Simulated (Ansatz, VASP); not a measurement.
# Be (Beryllium): VASP beside Ansatz, part 2 of 2

Aim: how closely do two programs agree when they are given the same cell, functional and k mesh? The structure shown is the end of the Ansatz relaxation below.

VASP 6.6.1 and Ansatz 0.2.0.

So far. Step 3 (VASP: single point, PBEsol, pair 1): The run ends at a pressure of -7.16 GPa.

### 6. VASP: single point, PBEsol, pair 2 (continued)

Level of this step: PBEsol; plane waves and PAW (Be) (VASP).

Numbers of over 12 decimals in the logs are rounded to 6 here.

Parts of OUTCAR (step 6):

```text
  Total        0.0388817      0.0388817      0.4236565      0.0000000      0.0000000      0.0000000
  in kB        4.0118668      4.0118668     43.7134939      0.0000000      0.0000000      0.0000000
  external PRESSURE =      17.2457425 kB  Pullay stress =       0.0000000 kB

 POSITION                                       TOTAL-FORCE (eV/Angst)
 -----------------------------------------------------------------------------------
     -0.00000      1.30357      0.87928         0.000000      0.000000      0.000000
      1.12893      0.65179      2.63785        -0.000000     -0.000000      0.000000
 -----------------------------------------------------------------------------------
    total drift:                                0.000000     -0.000000      0.000000

  FREE ENERGIE OF THE ION-ELECTRON SYSTEM (eV)
  ---------------------------------------------------
  free  energy   TOTEN  =        -7.9921067075 eV

  energy  without entropy=       -7.9918535904  energy(sigma->0) =       -7.99202234

[... 1 part as in an earlier step ...]

[... 2 further parts left out ...]
[key lines of the parts left out:]
E-fermi :   7.0858
```

The run ends at a pressure of 1.72 GPa.

### 7. Differences

The two programs side by side:

| quantity | Ansatz | VASP | difference |
| --- | --- | --- | --- |
| pressure (GPa) | 1.29 | 1.72 | -0.43 |

### 8. Ansatz: relaxation, PBEsol

This run makes the geometry at which the two programs are then compared. The cell compared in this pair holds 15.39 Å³, against 15.53 Å³ for the pair before.

The structure compared here is the end of the Ansatz relaxation.

input.yaml

```yaml
crystal:
  lattice:
    - [2.2578502857, 0.0, 0.0]
    - [-1.1289251428, 1.9553557053, 0.0]
    - [0.0, 0.0, 3.4816005407]
  atoms:
    - { symbol: Be, position: [0.3333333333, 0.6666666667, 0.25] }
    - { symbol: Be, position: [0.6666666667, 0.3333333333, 0.75] }
kpoints:
  mp_grid: { grid: [24, 24, 12] }
hamiltonian:
  xc: pbesol
  pseudopotentials: { kind: paw, azcp: { folder: soft_1 }, xc_functional: pbe }
scf:
  occupations: { method: methfessel_paxton, width: 0.2 }
output:
  forces: true
  stress: true
  eigenvalues: true
relax:
  adjacent_minimum: "off"
  f_tol: 0.001
  max_steps: 60
  cell: { stress_tol: 0.01, fix: [c, angles] }
```

On the command line:

```console
$ ansatz run input.yaml --threads 4 --pin off --max-ram 10240MiB --backend cpu --events-out ev --progress --plain --runs-dir out
```

Log:

```text
[...]
Crystal: 2 atoms, lattice volume = 15.371 Å³
Basis set: ecut = 420 eV, 299 PW (Γ), exchange–correlation on 32×32×48 points (8 copies of the dense FFT grid, shifted against one another)
Bands: 6, of which v1, the nominal top of the filled ones, is band 2 counted from 1 (1 counted from 0)
Symmetry: 8 space group operations
k-points: 1099 of 6912
[...]
P = ⅓ Tr σ = 2.6390 GPa (26.390 kbar)
--- Band table (eV; the first three rows and the last of 1099) ---
[...]
--- Relaxed structure (3 steps of the walk, 3 accepted, 1 SCFs on fresh bases) ---
[...]
cell:  # Å, volume = 15.3886 Å³
    - [2.259150, -2.8884097810856666e-11, 0]
    - [-1.129575, 1.956482, 0]
    - [0, 0, 3.4816005407]
  atoms:
    - { symbol: Be, position: [0.333333, 0.666667, 0.25] }
    - { symbol: Be, position: [0.666667, 0.333333, 0.750000] }
[key lines of the parts left out:]
SCF converged after 5 iterations
Free energy (F): -180.691186 eV
Fermi energy:    8.237343 eV
```

### 9. VASP: single point, PBEsol, pair 3

The same cell, functional, mesh and smearing now go to VASP, with its own data sets.

INCAR

```
SYSTEM = Be
PREC = Accurate
ENCUT = 600
EDIFF = 1E-06
NELM = 120
ISMEAR = 1
SIGMA = 0.2
LREAL = .FALSE.
ALGO = Normal
GGA = PS
NBANDS = 8
LORBIT = 11
LWAVE = .FALSE.
LCHARG = .FALSE.
ISIF = 2
LASPH = .TRUE.
GGA_COMPAT = .FALSE.
KPAR = 2
```

POSCAR

```
Be
1.0
    2.2591504665      0.0000000000      0.0000000000
   -1.1295752332      1.9564816950      0.0000000000
    0.0000000000      0.0000000000      3.4816005407
Be
2
Direct
    0.3333333332      0.6666666668      0.2500000000
    0.6666666668      0.3333333332      0.7500000000
```

KPOINTS

```
Automatic mesh
0
Gamma
24 24 12
0 0 0
```

The projector-augmented-wave data sets are Be (PBE family, release 64).

On the command line:

```console
$ mpirun -np 2 vasp_std
```

Log:

```text
[... set-up lines as in an earlier step ...]
 entering main loop
       N       E                     dE             d eps       ncg     rms          rms(c)
DAV:   1    -0.317338057892E+01   -0.31734E+01   -0.19525E+03  6888   0.462E+02
DAV:   2    -0.800180134110E+01   -0.48284E+01   -0.47337E+01 11032   0.570E+01
DAV:   3    -0.802171571966E+01   -0.19914E-01   -0.19342E-01  7616   0.303E+00
DAV:   4    -0.802173427704E+01   -0.18557E-04   -0.18551E-04 10448   0.838E-02
DAV:   5    -0.802173428054E+01   -0.35038E-08   -0.39802E-08  7448   0.476E-04    0.129E+00
DAV:   6    -0.799640860357E+01    0.25326E-01   -0.32118E-03  7168   0.629E-01    0.786E-01
DAV:   7    -0.798589967494E+01    0.10509E-01   -0.45401E-03  7888   0.643E-01    0.171E-02
DAV:   8    -0.798589786195E+01    0.18130E-05   -0.14728E-05  7816   0.308E-02    0.687E-03
DAV:   9    -0.798589847815E+01   -0.61620E-06   -0.49785E-07  8416   0.503E-03
   1 F= -.79858985E+01 E0= -.79859219E+01  d E =0.703246E-04
```

OUTCAR, selected parts (step 9):

```text
  Total        0.0393298      0.0393298      0.8091375      0.0000000     -0.0000000      0.0000000
  in kB        4.0948024      4.0948024     84.2428408      0.0000000     -0.0000000      0.0000000
  external PRESSURE =      30.8108152 kB  Pullay stress =       0.0000000 kB

 POSITION                                       TOTAL-FORCE (eV/Angst)
 -----------------------------------------------------------------------------------
     -0.00000      1.30432      0.87040         0.000000      0.000000      0.000000
      1.12958      0.65216      2.61120        -0.000000     -0.000000      0.000000
 -----------------------------------------------------------------------------------
    total drift:                                0.000000     -0.000000      0.000000

  FREE ENERGIE OF THE ION-ELECTRON SYSTEM (eV)
  ---------------------------------------------------
  free  energy   TOTEN  =        -7.9858984782 eV

  energy  without entropy=       -7.9859688027  energy(sigma->0) =       -7.98592192

[... 1 part as in an earlier step ...]

[... 2 further parts left out ...]
[key lines of the parts left out:]
E-fermi :   7.1211
```

The run ends at a pressure of 3.08 GPa.

### 10. Side by side

Both answers:

| quantity | Ansatz | VASP | difference |
| --- | --- | --- | --- |
| pressure (GPa) | 2.64 | 3.08 | -0.44 |

### 11. Results

| Property | Result |
| --- | --- |
| difference in pressure (single point, PBEsol, pair 1) | -0.34 GPa |
| difference in pressure (single point, PBEsol, pair 2) | -0.43 GPa |
| difference in pressure (single point, PBEsol, pair 3) | -0.44 GPa |

In words: The difference in pressure is -0.44 GPa (single point, PBEsol, pair 3), within the 1 GPa picked in this series as the mark of a large difference. 5 further runs of this series are not shown here. Such differences can come from data sets, numerical settings and the points named under the comparisons, not from the functional's error against experiment.

[Lines on the potential files, build, host, timing and source positions are cut from VASP's logs without a mark.]

[Logs are printed without paths, hosts, clocks, repeated set-up lines and the standing remarks that a program may print on its own settings, such as how far it seeks lower states.]

[Hosts, paths, dates, database ids (printed as entryN), source tags and the programs' standing remarks are cut or masked in the printed files.]
